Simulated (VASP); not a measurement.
An input for Quantum ESPRESSO's pw.x (written as the equivalent of a VASP run, and not itself run):

```
&CONTROL
  calculation = 'vc-relax'
  pseudo_dir = './pseudo'
  outdir = './out'
  tprnfor = .true.
  tstress = .true.
  nstep = 30
  forc_conv_thr = 0.00039
/
&SYSTEM
  ibrav = 0
  nat = 2
  ntyp = 1
  ecutwfc = 84
  occupations = 'smearing'
  smearing = 'methfessel-paxton'
  degauss = 0.00735
  input_dft = 'pw91'
/
&ELECTRONS
  conv_thr = 7.3e-09
  electron_maxstep = 100
/
&IONS
/
&CELL
  cell_dofree = 'shape'
/
ATOMIC_SPECIES
  Zn 65.380 Zn.upf
CELL_PARAMETERS angstrom
     1.3108122   -2.2703937    0.0000000
     1.3108122    2.2703937    0.0000000
     0.0000000    0.0000000    4.7850043
ATOMIC_POSITIONS crystal
  Zn   0.3333330  0.6666670  0.2500000
  Zn   0.6666670  0.3333330  0.7500000
K_POINTS automatic
  16 16 8 0 0 0
```

Translate this input to VASP (INCAR, KPOINTS, POSCAR, choice of POTCAR).

One answer among several that fit: 
KPOINTS:
```
Automatic mesh
0
gamma
  16 16 8
0 0 0
```

POSCAR:
```
Zn
1.0
  1.3108121689  -2.2703937006   0.0000000000
  1.3108121689   2.2703937006   0.0000000000
  0.0000000000   0.0000000000   4.7850043441
Zn
2
Cart
  1.3108121689   0.7567994138   1.1962510860
  1.3108121689  -0.7567994138   3.5887532581
```

### INCAR
```
SYSTEM = Zn
PREC = Accurate
ENCUT = 520
EDIFF = 1E-7
NELM = 100
ALGO = Normal
LREAL = .FALSE.
LASPH = .TRUE.
ISMEAR = 1
SIGMA = 0.1
GGA = 91
LMAXMIX = 4
LWAVE = .FALSE.
LCHARG = .FALSE.
ISIF = 4
IBRION = 2
NSW = 30
EDIFFG = -0.01
```

POTCAR, in this order: Zn (PBE.64 set). Program: vasp_std.

What does not carry over: the potentials are each code's own (VASP's PAW set, PseudoDojo norm-conserving files in pw.x), so ENCUT and ecutwfc are chosen apart and not converted; conv_thr bounds pw.x's estimated SCF error, while EDIFF bounds the energy change between steps; forc_conv_thr acts on force components and is met together with etot_conv_thr.

The compound is Zn in the hcp structure. This cell is one point of a volume scan, at 0.94 of the reference volume. Symmetry was kept, so distortions that lower it aren't found.
